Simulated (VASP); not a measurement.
Here is a VASP 6.6.1 calculation.

The input INCAR:

```
PREC     = Accurate       # precision mode
ENCUT    = 520            # plane-wave cutoff, eV
EDIFF    = 1E-6           # SCF threshold, eV
ISMEAR   = -1             # smearing method
SIGMA    = 0.05           # smearing width, eV
LREAL    = F              # projectors in reciprocal space
LASPH    = T              # aspherical terms in the spheres
NELM     = 100            # most SCF steps
ALGO     = Normal         # electronic algorithm
ISIF     = 2              # what is computed and relaxed
LWAVE    = F              # write WAVECAR
LCHARG   = F              # write CHGCAR
GGA      = PE             # functional
NBANDS   = 21             # bands
```

Contents of KPOINTS:

```
Automatic mesh
0
Gamma
  12 12 6
```

Contents of POSCAR:

```
BPt
1.0
    3.2294277022      0.0000000000      0.0000000000
   -1.6147138511      2.7967664298      0.0000000000
    0.0000000000      0.0000000000      5.2612730000
B Pt
2 2
Direct
    0.6666666667      0.3333333333      0.7500000000
    0.3333333333      0.6666666667      0.2500000000
    0.0000000000      0.0000000000      0.0000000000
    0.0000000000      0.0000000000      0.5000000000
```

Potentials or basis: VASP PAW PBE potentials, release 64 (B, Pt).

Run with:

```sh
$ cat potpaw_PBE.64/B/POTCAR potpaw_PBE.64/Pt/POTCAR > POTCAR
$ mpirun -np 1 vasp_std > vasp.out
```

Estimate the band gap on the k mesh.

none (metal or under the smearing width).

What does it give for the pressure?

-1.3 GPa.

Stress tensor (GPa, compression positive):
```
-1.11  0.00  0.00
 0.00 -1.11  0.00
 0.00  0.00 -1.69
```

Spin-orbit coupling is left out, which matters for the levels of Pt.
